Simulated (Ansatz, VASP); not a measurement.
# H51C25S10N15O23F10: VASP beside Ansatz, part 2 of 2

Wanted: the spread between two codes on one cell, functional and k mesh. The cell is taken from a series of runs on this material, whose earlier steps may have relaxed, scaled, displaced or heated it; both programs get it as it stands.

VASP 6.6.1 and Ansatz 0.2.0.

So far: Starting point; Ansatz: single point, PBEsol.

## 3. VASP: single point, PBEsol

Level of this step: PBEsol; plane waves and PAW (C, N, H, S, O, F) (VASP).

The same cell, functional and mesh now go to VASP, with its own data sets.

Lines of VASP's logs that name or quote its potential files are left out, and so is its time.

INCAR reads:

```
SYSTEM = H51C25S10N15O23F10
PREC = Accurate
ENCUT = 600
EDIFF = 1E-06
NELM = 120
ISMEAR = 0
SIGMA = 0.01
LREAL = Auto
ALGO = Normal
GGA = PS
NBANDS = 340
LORBIT = 11
LWAVE = .FALSE.
LCHARG = .FALSE.
ISIF = 2
LASPH = .TRUE.
GGA_COMPAT = .FALSE.
EFERMI = MIDGAP
```

POSCAR reads:

```
H51C25S10N15O23F10
1.0
   11.7589400000      0.0000000000      0.0000000000
    0.0000000000     11.7589400000      0.0000000000
    0.0000000000      0.0000000000     11.7589400000
C N H S O F
25 15 51 10 23 10
Direct
    0.2428200000      0.7926900000      0.9064800000
    0.3288300000      0.7277800000      0.7220800000
    0.4330100000      0.7372700000      0.6720000000
    0.6192400000      0.8259400000      0.7292200000
    0.4416800000      0.8198100000      0.8410400000
    0.5399500000      0.3273100000      0.3330700000
    0.5600300000      0.2821700000      0.1246300000
    0.5066300000      0.2094400000      0.0517300000
    0.3476500000      0.0681000000      0.0681500000
    0.4284400000      0.1890200000      0.2211600000
    0.9711800000      0.4356800000      0.5969200000
    0.8288200000      0.5229800000      0.4638400000
    0.7997300000      0.6312700000      0.4338300000
    0.8692800000      0.8264000000      0.4888100000
    0.9395000000      0.6406000000      0.5591300000
    0.1314700000      0.2715600000      0.9146000000
    0.2761800000      0.4224800000      0.9607500000
    0.3754900000      0.4580300000      0.9122000000
    0.4867800000      0.4022100000      0.7377200000
    0.3070200000      0.3179400000      0.8078500000
    0.0806000000      0.7322800000      0.2320000000
    0.1034700000      0.9437200000      0.2547300000
    0.0388900000      0.0368400000      0.2294500000
    0.8455700000      0.0674400000      0.1422900000
    0.9423800000      0.8835200000      0.1793300000
    0.3363400000      0.7792400000      0.8268800000
    0.5014300000      0.7946300000      0.7475600000
    0.5099700000      0.2675500000      0.2294500000
    0.4251000000      0.1528700000      0.1133800000
    0.9154000000      0.5310800000      0.5418600000
[... 98 atom lines left out ...]
    0.1395700000      0.1774600000      0.5024200000
    0.9959500000      0.0289300000      0.6500500000
    0.7865500000      0.0367900000      0.7901000000
    0.7601500000      0.0614200000      0.5350000000
    0.2400400000      0.4177200000      0.5705000000
    0.0578800000      0.3747600000      0.3419200000
```

KPOINTS reads:

```
Automatic mesh
0
Gamma
1 1 1
0 0 0
```

Potentials, in the order of the species: C, N, H, S, O and F (PBE family, release 64).

The run is started by

```console
$ export OMP_NUM_THREADS=3
$ mpirun -np 1 vasp_gam
```

Numbers of over 12 decimals in the logs are rounded to 6 here.

Log:

```text
[banner, memory and clock lines left out]
running    1 mpi-ranks, on    1 nodes
[...]
Offloading initialized ...    1 GPUs detected
[...]
|                                                                             |
|               ----> ADVICE to this user running VASP <----                  |
|                                                                             |
|     You enforced a specific xc type in the INCAR file but a different       |
|     [... a line on the potential file left out ...]
|     I HOPE YOU KNOW WHAT YOU ARE DOING!                                     |
|                                                                             |

 LDA part: xc-table for (Slater+PW92), standard interpolation
 POSCAR, INCAR and KPOINTS ok, starting setup
[...]
entering main loop
       N       E                     dE             d eps       ncg     rms          rms(c)
DAV:   1     0.468828784698E+04    0.46883E+04   -0.29596E+05   696   0.154E+03
DAV:   2    -0.373688745069E+03   -0.50620E+04   -0.48314E+04   852   0.357E+02
DAV:   3    -0.861874392907E+03   -0.48819E+03   -0.48394E+03   832   0.117E+02
DAV:   4    -0.873272265518E+03   -0.11398E+02   -0.11328E+02   856   0.193E+01
[...]
DAV:  17    -0.798387571599E+03    0.28642E-05   -0.21758E-05   832   0.143E-02    0.768E-03
DAV:  18    -0.798387569397E+03    0.22021E-05   -0.42522E-06   792   0.908E-03    0.384E-03
DAV:  19    -0.798387569035E+03    0.36163E-06   -0.38155E-06   768   0.591E-03
   1 F= -.79838757E+03 E0= -.79838757E+03  d E =0.000000E+00
```

OUTCAR, selected parts (step 3):

```text
  FREE ENERGIE OF THE ION-ELECTRON SYSTEM (eV)
  ---------------------------------------------------
  free  energy   TOTEN  =      -798.3875690349 eV

  energy  without entropy=     -798.3875690349  energy(sigma->0) =     -798.38756903
```

The run ends at a pressure of -0.12 GPa, with forces up to 0.31 eV/Å.

## 4. Comparison

Known differences besides the potentials themselves: fixed occupations in Ansatz, narrow Gaussian smearing in VASP; the cutoff is 420 eV in Ansatz and 600 eV in VASP (PREC = Accurate, projectors in real space); Ansatz makes its cores anew for this functional, VASP keeps those of its PBE data sets. Total energies have different zeros and are not compared.

Both answers:

| quantity | Ansatz | VASP | difference |
| --- | --- | --- | --- |
| pressure (GPa) | 0.15 | -0.12 | +0.27 |
| gap on the k mesh (eV) | 4.511 | 4.511 | -0.001 |

Forces on 7 of the 134 atoms, those with the largest forces and the largest differences (eV/Å; atoms numbered as in POSCAR):

| atom | Ansatz x, y, z | VASP x, y, z |
| --- | --- | --- |
| S92 | -0.022, 0.006, -0.001 | 0.062, 0.212, -0.173 |
| S93 | -0.010, 0.022, 0.005 | 0.274, 0.131, -0.029 |
| S94 | 0.006, 0.007, 0.007 | -0.147, 0.236, -0.035 |
| S95 | -0.001, -0.004, 0.002 | 0.259, 0.054, 0.108 |
| S96 | -0.004, -0.006, 0.009 | 0.268, -0.148, -0.024 |
| S97 | -0.012, -0.015, -0.007 | 0.189, -0.208, 0.113 |
| S101 | -0.001, -0.011, -0.014 | 0.193, -0.015, -0.230 |

The forces differ by 73 meV/Å r.m.s., where the r.m.s. force is 0.006 eV/Å in Ansatz and 0.073 eV/Å in VASP: the atoms lie near their places of rest in Ansatz, so a percentage would say little (all taken over all components). A gap on the mesh is an upper bound, since the band edges may lie between its points.

## 5. What came out

* r.m.s. force difference (single point, PBEsol): 73 meV/Å

In words: The r.m.s. force difference is 73 meV/Å (single point, PBEsol), beyond the 12 meV/Å picked in this series as the mark of a large difference. What causes the difference of the single point, PBEsol pair stays open here. How closely two codes agree says nothing of how well the functional describes the real material.

[Lines on the potential files, build, host, timing and source positions are cut from VASP's logs without a mark.]

[Logs are printed without paths, hosts, clocks, repeated set-up lines and the standing remarks that a program may print on its own settings, such as how far it seeks lower states.]

[Hosts, paths, dates, database ids (printed as entryN), source tags and the programs' standing remarks are cut or masked in the printed files.]
